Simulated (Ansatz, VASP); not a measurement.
## Two plane-wave programs on Cd2ClO2

```
Cd O Cl
1.0
     0.00000    3.76343    0.00000
     3.76343    0.00000    0.00000
     1.88172    1.88172   -6.25635
Cd O Cl
2 2 1
Direct
  0.15810 0.15810 0.68380
  0.84190 0.84190 0.31620
  0.75000 0.25000 0.50000
  0.25000 0.75000 0.50000
  0.50000 0.50000 0.00000
```

The cell was built by a generator and needn't be a form met in nature.

Alike in both runs: functional PBE; k mesh 7 × 7 × 7; no spin polarisation.

Ansatz relaxed the structure, and its values are those at the end. VASP's run is a single point on that final structure, the one shown.

|  | VASP | Ansatz |
| --- | --- | --- |
| version | VASP 6.6.1 | Ansatz 0.2.0 |
| potentials or method | VASP PAW PBE potentials, release 64 (Cd, O, Cl) | PAW plane waves |
| plane-wave cutoff (eV) | 520 | 420 |
| occupations | fermi-dirac, width 0.1 eV | fermi-dirac |
| valence electrons in the cell | 43 | 59 |

Ansatz gave:

| Quantity | Value |
| --- | --- |
| pressure (GPa) | 2.3 |
| rms of the force components (eV/Å) | 0.001 |

**Question.** Estimate VASP's values.

**Answer.** Pressure (GPa): 3.3; rms of the force components (eV/Å): 0.060.

The two sets of potentials don't hold the same shells in valence. Ansatz warned: «stress_scf_threshold_loose».

Caveats: an odd number of electrons without spin polarisation forces a metal; a magnetic or distorted state may lie lower.
